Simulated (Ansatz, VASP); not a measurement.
**One calculation of Ta3SiO4, two programs**

```
CELL_PARAMETERS angstrom
4.35062 0.00000 0.00000
0.00000 4.35062 0.00000
0.00000 0.00000 4.35062
ATOMIC_POSITIONS crystal
Ta 0.00000 0.50000 0.50000
Ta 0.50000 0.00000 0.50000
Ta 0.50000 0.50000 0.00000
Si 0.00000 0.00000 0.00000
O 0.50000 0.00000 0.00000
O 0.50000 0.50000 0.50000
O 0.00000 0.00000 0.50000
O 0.00000 0.50000 0.00000
```

Change from the starting cell: species swapped into the Mg3CuO4 type (Pm-3m, No. 221).

Alike in both runs: task relaxation of cell and atoms; functional PBE; k mesh 4 × 4 × 4; occupations gaussian, width 0.1 eV; no spin polarisation.

|  | VASP | Ansatz |
| --- | --- | --- |
| version | VASP 6.6.1 | Ansatz 0.2.0 |
| potentials or method | VASP PAW PBE potentials, release 64 (Ta_pv, Si, O) | scalar-relativistic, plane waves, PAW |
| plane-wave cutoff (eV) | 600 | 420 |
| valence electrons in the cell | 61 | 67 |

|  | VASP | Ansatz | Ansatz less VASP |
| --- | --- | --- | --- |
| gap on the k mesh at the Fermi level, each at its own relaxed structure (eV) | none | none | - |
| relaxed volume (Å³/atom) | 11.52 | 11.49 | -0.029 |
| relaxed cell length with the largest relative difference (Å) | 4.517 | 4.513 | -0.0038 |
| energy change over the relaxation (meV/atom) | -92 | -89 | +3.2 |

A gap of «none» marks a metal or a gap that the smearing closes. The two sets of potentials don't hold the same shells in valence.

Caveats: the k mesh is coarse (spacing up to 0.36 Å⁻¹), so the values aren't converged; an odd number of electrons without spin polarisation forces a metal; a magnetic or distorted state may lie lower. Spin-orbit coupling is left out, which matters for the levels of Ta.
